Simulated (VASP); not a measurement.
Input for VASP

### INCAR
```
! general
SYSTEM  = MgSe
PREC    = Accurate
ENCUT   = 400   ! plane-wave cut-off (eV)
LREAL   = .FALSE.
LASPH   = .TRUE.   ! aspherical one-centre terms

! electronic loop
EDIFF   = 1E-6   ! SCF stop (eV)
NELM    = 100
ALGO    = Normal   ! blocked Davidson
LMAXMIX = 4   ! l cut-off of mixed one-centre charges
LMIXTAU = .TRUE.

! smearing
ISMEAR  = 0
SIGMA   = 0.05   ! width (eV)

! functional
METAGGA = R2SCAN

! ions
IBRION  = 2
NSW     = 60
ISIF    = 3   ! ions, shape and volume
EDIFFG  = -0.01   ! ionic stop

! output
LWAVE   = .FALSE.
LCHARG  = .FALSE.
```

### POSCAR
```
MgSe
1.0
  0.0000000000   3.0137680000   3.0137680000
  3.0137680000   0.0000000000   3.0137680000
  3.0137680000   3.0137680000   0.0000000000
Mg Se
1 1
Cartesian
  0.0000000000   0.0000000000   0.0000000000
  1.5068840000   1.5068840000   1.5068840000
```

**KPOINTS**
```
Automatic mesh
0
Gamma
7 7 7
0 0 0
```

POTCAR, in this order: Mg Se (PBE.64 set). Program: vasp_std.

Task: Write an equivalent input for Ansatz.

Result: One equivalent input (not run):
Ansatz 0.2 input:
```yaml
crystal:
  lattice:
    - [0.0000000, 3.0137680, 3.0137680]
    - [3.0137680, 0.0000000, 3.0137680]
    - [3.0137680, 3.0137680, 0.0000000]
  atoms:
    - { symbol: Mg, position: [0.0000000, 0.0000000, 0.0000000] }
    - { symbol: Se, position: [0.2500000, 0.2500000, 0.2500000] }
kpoints:
  mp_grid: { grid: [7, 7, 7] }
hamiltonian:
  xc: r2scan
  pseudopotentials: { kind: paw }
scf:
  occupations: { method: gaussian, width: 0.05 }
  max_iter: 100
relax:
  max_steps: 60
  f_tol: 0.01
  cell: {}
output: { forces: true, stress: true, eigenvalues: true }
```
What does not carry over: each code has its own PAW files, so the cut-off isn't converted (ENCUT is set for VASP's; basis.ecutwfc is left out, and Ansatz then takes the one that its files recommend); Ansatz stops its SCF on the density residual and VASP on the energy change (EDIFF).

The structure was generated: MgSe was put into the zinc blende type (F-43m), which need not be its known phase. This run relaxes it. Symmetry was kept, so distortions that lower it aren't found.
